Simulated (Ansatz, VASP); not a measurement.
Two plane-wave programs on MnHg

```
CELL_PARAMETERS angstrom
3.31500 0.00000 0.00000
0.00000 3.31500 0.00000
0.00000 0.00000 3.31500
ATOMIC_POSITIONS crystal
Mn 0.50000 0.50000 0.50000
Hg 0.00000 0.00000 0.00000
```

Alike in both runs: task single point; functional PBE; k mesh 10 × 10 × 10; occupations gaussian, width 0.05 eV; collinear spin.

```csv
,VASP,Ansatz
version,VASP 6.6.1,Ansatz 0.2.0
potentials or method,"VASP PAW PBE potentials, release 64 (Mn_pv, Hg)","scalar-relativistic, plane waves, PAW"
plane-wave cutoff (eV),520,420
valence electrons in the cell,25,35
```

```tsv
	VASP	Ansatz	Ansatz less VASP
gap on the k mesh at the Fermi level (eV)	none	none	-
pressure (GPa)	1.2	0.7	-0.48
net moment per atom (μB)	1.97	1.97	-0.003
size of the moment on the site where the two differ most (μB)	3.84	3.90	+0.053
```

Site moments also hang on the region over which each program counts them. A gap of «none» marks a metal or a gap that the smearing closes. The two sets of potentials don't hold the same shells in valence.

Spin-orbit coupling is left out, which matters for the levels of Hg.
